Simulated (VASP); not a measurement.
Write the native input for VASP 6.6.1 that does the following.

```
Task                   : relaxation of cell and atoms
Functional             : SCAN
Dispersion             : D3(BJ)
Potentials or basis    : VASP PAW PBE potentials, release 64 (Ga_d, Sn_d)
Cutoff                 : 600 eV
k mesh                 : 8 × 8 × 8
Occupations            : fermi-dirac, width 0.05 eV
Spin                   : no spin polarisation
Further INCAR settings : ALGO = Normal; EDIFF = 1e-06; IBRION = 2; EDIFFG = -0.02; NSW = 40; ISIF = 3
```

The structure of GaSn lies in POSCAR:

```
GaSn
1.0
    0.0000000000      2.9028814200      3.0982155700
    2.7292512900      0.0000000000      3.0982155700
    2.7292512900      2.9028814200      0.0000000000
Ga Sn
1 1
Direct
    0.5000000000      0.5000000000      0.5000000000
    0.0000000000      0.0000000000      0.0000000000
```

The cell was built by a generator and needn't be a form met in nature.

One way to write it, as run:

INCAR

```
PREC = Accurate ; ENCUT = 600
EDIFF = 1E-6 ; ISMEAR = -1
SIGMA = 0.05 ; LREAL = False
LASPH = True ; NELM = 60
ALGO = Normal ; ISIF = 3
LWAVE = False ; LCHARG = False
METAGGA = SCAN ; LMIXTAU = True
IVDW = 12 ; IBRION = 2
NSW = 40 ; EDIFFG = -0.02
```

KPOINTS

```
regular mesh
0
Gamma
  8 8 8
```

Potentials or basis: VASP PAW PBE potentials, release 64 (Ga_d, Sn_d).

Run with:

```bash
$ cat potpaw_PBE.64/Ga_d/POTCAR potpaw_PBE.64/Sn_d/POTCAR > POTCAR
$ mpirun -np 1 vasp_std > vasp.out
```

Results of the run:

```
Relaxed volume                         : 23.15 Å³/atom
Relaxed cell                           : a = 4.031 Å, b = 4.031 Å, c = 4.031 Å, α = 60.01°, β = 60.00°, γ = 59.99°
Space group after relaxing (to 0.05 Å) : Fm-3m (No. 225)
Energy gained by relaxing              : 71.0 meV/atom
Ionic steps                            : 8
Pressure after relaxing                : 0.0 GPa
Band gap on the k mesh                 : none (metal or under the smearing width)
Dispersion energy per atom             : -0.096 eV
```

Caveat: the PAW data sets were made with another functional, which shifts forces and pressure a little; pairwise dispersion overbinds metals, which lowers pressure and volume.

Run time: 35 min on 1 thread of Intel(R) Xeon(R) Platinum 8488C (Sapphire Rapids), on a shared host, peak memory 0.31 GiB.
